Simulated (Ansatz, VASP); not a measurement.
# Cross-check of TaN between VASP and Ansatz, part 2 of 2

Wanted: the spread between two codes on one cell, functional and k mesh. Of the first pair: The cell is taken from a series of runs on this material, whose earlier steps may have relaxed, scaled, displaced or heated it; both programs get it as it stands.

VASP 6.6.1 and Ansatz 0.2.0.

So far: Set-up; Ansatz: relaxation of cell and atoms, r2SCAN, pair 1; VASP: relaxation of cell and atoms, r2SCAN, pair 1; Side by side.

### 5. Ansatz: relaxation, r2SCAN

Level of this step: Ansatz beside VASP: Kohn-Sham DFT, plane waves, r2SCAN (Ansatz).

This run makes the geometry at which the two programs are then compared.

The structure compared here is the end of the Ansatz relaxation.

Input file input.yaml:

```yaml
crystal:
  lattice:
    - [2.9064186185, 0.0, 0.0]
    - [-1.4532093092, 2.5170323576, 0.0]
    - [0.0, 0.0, 2.8554538693]
  atoms:
    - { symbol: Ta, position: [0.3333333333, 0.6666666667, 0.5] }
    - { symbol: "N", position: [0.0, 0.0, 0.0] }
kpoints:
  mp_grid: { grid: [15, 15, 16] }
hamiltonian:
  xc: r2scan
scf:
  occupations: { method: methfessel_paxton, width: 0.15 }
output:
  forces: true
  stress: true
  eigenvalues: true
relax:
  adjacent_minimum: "off"
  f_tol: 0.001
  max_steps: 60
  cell: { stress_tol: 0.01, fix: [volume] }
```

Command:

```sh
ansatz run input.yaml --threads 4 --pin off --max-ram 7168MiB --backend cpu --events-out ev --progress --plain --runs-dir out
```

Numbers of over 12 decimals in the logs are rounded to 6 here.

The log of the run:

```text
[...]
Crystal: 2 atoms, lattice volume = 20.889 Å³
Basis set: ecut = 500 eV, 539 PW (Γ), exchange–correlation on 96×96×96 points (64 copies of the dense FFT grid, shifted against one another)
Bands: 13, of which v1, the nominal top of the filled ones, is band 9 counted from 1 (8 counted from 0)
Symmetry: 12 space group operations
[...]
k-points: 243 of 3600 (time reversal used)
[...]
k-point 242: bands = [... 5 lower, 12.1572, 13.9415, 16.7194, 20.3915, 25.9335, 26.2607, 28.1772, 29.2359]
--- Relaxed structure (3 steps of the walk, 2 accepted, 1 SCFs on fresh bases) ---
[...]
cell:  # Å, volume = 20.8892 Å³
    - [2.904647, -2.8849952212845486e-11, 0.0]
    - [-1.452324, 2.515498, 0.0]
    - [0.0, 0.0, 2.858937]
  atoms:
    - { symbol: Ta, position: [0.333333, 0.666667, 0.500000] }
    - { symbol: N, position: [0, -2.7755575615628914e-17, 0.0] }
[key lines of the parts left out:]
SCF converged after 6 iterations
Free energy (F): -10331.781317 eV
Fermi energy:    20.940867 eV
P = ⅓ Tr σ = 11.6745 GPa (116.745 kbar)
```

### 6. VASP: single point, r2SCAN

The same cell, functional, mesh and smearing now go to VASP, with its own data sets.

Input file INCAR:

```
SYSTEM = TaN
PREC = Accurate
ENCUT = 660
EDIFF = 1E-06
NELM = 120
ISMEAR = 1
SIGMA = 0.15
LREAL = .FALSE.
ALGO = Normal
METAGGA = R2SCAN
LASPH = .TRUE.
NBANDS = 14
LORBIT = 11
LWAVE = .FALSE.
LCHARG = .FALSE.
ISIF = 2
GGA_COMPAT = .FALSE.
LMIXTAU = .TRUE.
KPAR = 2
```

Input file POSCAR:

```
TaN
1.0
    2.9046473742      0.0000000000      0.0000000000
   -1.4523236871      2.5154984151      0.0000000000
    0.0000000000      0.0000000000      2.8589374236
Ta N
1 1
Direct
    0.3333333333      0.6666666667      0.5000000000
    1.0000000000      0.0000000000      0.0000000000
```

Input file KPOINTS:

```
Automatic mesh
0
Gamma
15 15 16
0 0 0
```

Potentials, in the order of the species: Ta_pv and N (PBE family, release 64).

Command:

```sh
mpirun -np 2 vasp_std
```

The log of the run:

```text
[banner, memory and clock lines left out]
running    2 mpi-ranks, on    1 nodes
[...]
[... a notice as in an earlier step ...]

 LDA part: xc-table for (None), standard interpolation
 POSCAR, INCAR and KPOINTS ok, starting setup
[...]
entering main loop
       N       E                     dE             d eps       ncg     rms          rms(c)
DAV:   1     0.687017887202E+02    0.68702E+02   -0.10693E+04  6812   0.151E+03
DAV:   2    -0.633104140809E+02   -0.13201E+03   -0.12385E+03  8130   0.380E+02
DAV:   3    -0.672198079987E+02   -0.39094E+01   -0.38703E+01  7992   0.626E+01
DAV:   4    -0.672465607912E+02   -0.26753E-01   -0.26739E-01  8196   0.529E+00
[...]
DAV:  17    -0.603657805842E+02    0.34588E-05   -0.88822E-07  4830   0.127E-02    0.542E-04
DAV:  18    -0.603657819954E+02   -0.14112E-05   -0.92049E-08  3420   0.377E-03    0.483E-04
DAV:  19    -0.603657816764E+02    0.31902E-06   -0.80435E-09  3408   0.113E-03
   1 F= -.60365782E+02 E0= -.60365763E+02  d E =-.547667E-04
```

OUTCAR, selected parts (step 6):

```text
  Total        1.7566469      1.7566469      1.7876935      0.0000000      0.0000000      0.0000000
  in kB      134.7326796    134.7326796    137.1139121      0.0000000      0.0000000      0.0000000
  external PRESSURE =     135.5264237 kB  Pullay stress =       0.0000000 kB

 POSITION                                       TOTAL-FORCE (eV/Angst)
 -----------------------------------------------------------------------------------
     -0.00000      1.67700      1.42947        -0.000000      0.000000      0.000000
      0.00000      0.00000      0.00000         0.000000      0.000000      0.000000
 -----------------------------------------------------------------------------------
    total drift:                                0.000000     -0.000000     -0.000000

  FREE ENERGIE OF THE ION-ELECTRON SYSTEM (eV)
  ---------------------------------------------------
  free  energy   TOTEN  =       -60.3657816764 eV

  energy  without entropy=      -60.3657269097  energy(sigma->0) =      -60.36576342

[... 3 further parts left out ...]
[key lines of the parts left out:]
E-fermi :   8.5671
```

The run ends at a pressure of 13.55 GPa.

### 7. Side by side

What differs besides the data sets and the points named for the pairs above, as far as they apply: the data sets hold 18 valence electrons in Ansatz (on its default PAW (the set named soft_2) files) and 16 in VASP; Ansatz's pressure holds a Pulay correction, VASP's none. Total energies have different zeros and are not compared.

Compared:

```
      quantity  Ansatz   VASP  difference
pressure (GPa)   11.67  13.55       -1.88
```

### 8. What the set-up changes

Further runs change the set-up of one program: Ansatz's method, potentials or start, or VASP's data sets, cutoff or form of LDA. The table gives that difference for each run.

```
                                   run  pressure (GPa)
                              as above            -1.9
VASP with the data sets Ta_sv_GW and N          -0.019
```

### 9. Ansatz: relaxation of cell and atoms, r2SCAN, pair 3

The relaxed volume is the usual yardstick between codes: in a stiff, nearly cubic crystal its relative difference is about their pressure difference at one cell divided by the bulk modulus. Its start cell is another than that of the pair before, and may be another structure of the material.

The cell is taken from a series of runs on this material, whose earlier steps may have relaxed, scaled, displaced or heated it; both programs get it as it stands.

input.yaml, the sections that differ from step 5:

```yaml
crystal:
  lattice:
    - [2.9361782308, 0.0, 0.0]
    - [-1.4680891154, 2.5428049379, 0.0]
    - [0.0, 0.0, 2.8845764393]
  atoms:
    - { symbol: Ta, position: [0.3333333333, 0.6666666667, 0.5] }
    - { symbol: "N", position: [0.0, 0.0, 0.0] }
relax:
  adjacent_minimum: "off"
  f_tol: 0.001
  max_steps: 60
  cell: { stress_tol: 0.01 }
# kpoints, hamiltonian, scf, output: as in step 5
```

Command:

```sh
ansatz run input.yaml --threads 4 --pin off --max-ram 7168MiB --backend cpu --events-out ev --progress --plain --runs-dir out
```

The log of the run:

```text
[...]
Crystal: 2 atoms, lattice volume = 21.537 Å³
Basis set: ecut = 500 eV, 551 PW (Γ), exchange–correlation on 96×96×96 points (64 copies of the dense FFT grid, shifted against one another)
Bands: 13, of which v1, the nominal top of the filled ones, is band 9 counted from 1 (8 counted from 0)
Symmetry: 12 space group operations
[...]
k-points: 243 of 3600 (time reversal used)
[...]
k-point 242: bands = [... 5 lower, 11.7401, 13.3686, 16.0570, 19.6876, 24.9639, 25.3464, 27.2020, 28.2456]
--- Relaxed structure (3 steps of the walk, 2 accepted, 1 SCFs on fresh bases) ---
[...]
cell:  # Å, volume = 21.5353 Å³
    - [2.936078, 0.0, 0]
    - [-1.468039, 2.542718, 0]
    - [0, 0, 2.884593]
  atoms:
    - { symbol: Ta, position: [0.333333, 0.666667, 0.500000] }
    - { symbol: N, position: [0, -2.7755575615628914e-17, 0] }
[key lines of the parts left out:]
SCF converged after 5 iterations
Free energy (F): -10331.804225 eV
Fermi energy:    20.255239 eV
P = ⅓ Tr σ = -0.0023 GPa (-0.023 kbar)
```

### 10. VASP: relaxation of cell and atoms, r2SCAN, pair 3

The same cell, functional, mesh and smearing now go to VASP, with its own data sets.

Edit INCAR of step 6 so:

```diff
@@ -3,3 +3,3 @@
 ENCUT = 660
-EDIFF = 1E-06
+EDIFF = 1E-07
 NELM = 120
@@ -15,4 +15,8 @@
 LCHARG = .FALSE.
-ISIF = 2
+ISIF = 3
+IBRION = 2
+NSW = 80
+EDIFFG = -0.005
 GGA_COMPAT = .FALSE.
+NELMIN = 4
 LMIXTAU = .TRUE.
```

Input file POSCAR:

```
TaN
1.0
    2.9361780000      0.0000000000      0.0000000000
   -1.4680890000      2.5428050000      0.0000000000
    0.0000000000      0.0000000000      2.8845760000
Ta N
1 1
Direct
    0.3333332678      0.6666665356      0.5000000000
    0.9999999345      0.9999998689      0.0000000000
```

KPOINTS is that of step 6.

Command:

```sh
mpirun -np 2 vasp_std
```

The log of the run:

```text
[... set-up lines as in an earlier step ...]
 entering main loop
       N       E                     dE             d eps       ncg     rms          rms(c)
DAV:   1     0.665167635783E+02    0.66517E+02   -0.10522E+04  6804   0.149E+03
DAV:   2    -0.633933792184E+02   -0.12991E+03   -0.12181E+03  8208   0.378E+02
DAV:   3    -0.673017649675E+02   -0.39084E+01   -0.38623E+01  7914   0.621E+01
DAV:   4    -0.673290730174E+02   -0.27308E-01   -0.27291E-01  8270   0.528E+00
[...]
DAV:  20    -0.603963633747E+02   -0.23593E-06   -0.39545E-09  3402   0.607E-04    0.572E-05
DAV:  21    -0.603963632296E+02    0.14509E-06   -0.42736E-10  3402   0.321E-04    0.422E-05
DAV:  22    -0.603963632350E+02   -0.53544E-08   -0.29137E-11  3402   0.719E-05
   1 F= -.60396363E+02 E0= -.60396346E+02  d E =-.603964E+02
[...]
N       E                     dE             d eps       ncg     rms          rms(c)
DAV:   1    -0.604083756304E+02   -0.12012E-01   -0.55495E-01  6810   0.883E+00    0.147E+00
[...]
DAV:  12    -0.603936977376E+02   -0.13614E-06   -0.50564E-09  3402   0.787E-04    0.620E-05
DAV:  13    -0.603936978147E+02   -0.77039E-07   -0.54110E-10  3402   0.272E-04
   2 F= -.60393698E+02 E0= -.60393680E+02  d E =0.266542E-02
 trial-energy change:    0.002665  1 .order    0.002609   -0.003466    0.008685
 step:   0.2797(harm=  0.2853)  dis= 0.00000  next Energy=   -60.396847 (dE=-0.484E-03)
[...]
N       E                     dE             d eps       ncg     rms          rms(c)
DAV:   1    -0.604045041720E+02   -0.10806E-01   -0.28522E-01  6822   0.628E+00    0.106E+00
DAV:   2    -0.603980105818E+02    0.64936E-02   -0.93281E-03  7422   0.100E+00    0.421E-01
DAV:   3    -0.603966238263E+02    0.13868E-02   -0.39903E-03  7332   0.754E-01    0.926E-02
DAV:   4    -0.603968242910E+02   -0.20046E-03   -0.28206E-04  8316   0.192E-01    0.581E-02
[...]
DAV:  10    -0.603968490168E+02   -0.64933E-06   -0.27621E-08  3570   0.183E-03    0.214E-04
DAV:  11    -0.603968486769E+02    0.33998E-06   -0.41355E-09  3408   0.790E-04    0.110E-04
DAV:  12    -0.603968486062E+02    0.70712E-07   -0.24748E-09  3402   0.550E-04
   3 F= -.60396849E+02 E0= -.60396831E+02  d E =-.485371E-03
[...]
reached required accuracy - stopping structural energy minimisation
```

From OUTCAR (step 10):

```text
  Total        0.0050762      0.0050762     -0.0062029      0.0000000     -0.0000000      0.0000000
  in kB        0.3759672      0.3759673     -0.4594233      0.0000000     -0.0000000      0.0000000
  external PRESSURE =       0.0975037 kB  Pullay stress =       0.0000000 kB

 POSITION                                       TOTAL-FORCE (eV/Angst)
 -----------------------------------------------------------------------------------
     -0.00000      1.69758      1.44462        -0.000000     -0.000000     -0.000000
      1.47014      2.54637      2.88924         0.000000      0.000000      0.000000
 -----------------------------------------------------------------------------------
    total drift:                               -0.000000      0.000283     -0.000000

  FREE ENERGIE OF THE ION-ELECTRON SYSTEM (eV)
  ---------------------------------------------------
  free  energy   TOTEN  =       -60.3968486062 eV

  energy  without entropy=      -60.3967959483  energy(sigma->0) =      -60.39683105

[... 2 parts as in an earlier step ...]

[... 2 further parts left out ...]
[key lines of the parts left out:]
E-fermi :   8.2017
```

### 11. Comparison

What differs besides the data sets and the points named for the pairs above, as far as they apply: the data sets hold 18 valence electrons in Ansatz (on its default PAW (the set named soft_2) files) and 16 in VASP. Total energies have different zeros and are not compared.

The two programs side by side:

```
                                         quantity  Ansatz   VASP  difference
                                      volume (Å³)   21.54  21.63     -0.45 %
edge a after relaxation, in the typed setting (Å)   2.936  2.940     -0.14 %
edge c after relaxation, in the typed setting (Å)   2.885  2.889     -0.16 %
```

### 12. Outcome

- difference in volume (relaxation of cell and atoms, r2SCAN, pair 1): -0.45 %
- difference in pressure (single point, r2SCAN): -1.9 GPa
- difference in volume (relaxation of cell and atoms, r2SCAN, pair 3): -0.45 %

In words: The difference in pressure is -1.9 GPa (single point, r2SCAN), beyond the 1 GPa picked in this series as the mark of a large difference. The data sets hold unlike numbers of valence electrons (18 in Ansatz and 16 in VASP), so part of the differences comes from the potentials. Single point, r2SCAN, VASP with the data sets Ta_sv_GW and N: the difference in pressure goes from -1.9 to -0.019 GPa. 1 further run of this series is not shown here. Such differences can come from data sets, numerical settings and the points named under the comparisons, not from the functional's error against experiment.

[Lines on the potential files, build, host, timing and source positions are cut from VASP's logs without a mark.]

[Logs are printed without paths, hosts, clocks, repeated set-up lines and the standing remarks that a program may print on its own settings, such as how far it seeks lower states.]

[Hosts, paths, dates, database ids (printed as entryN), source tags and the programs' standing remarks are cut or masked in the printed files.]
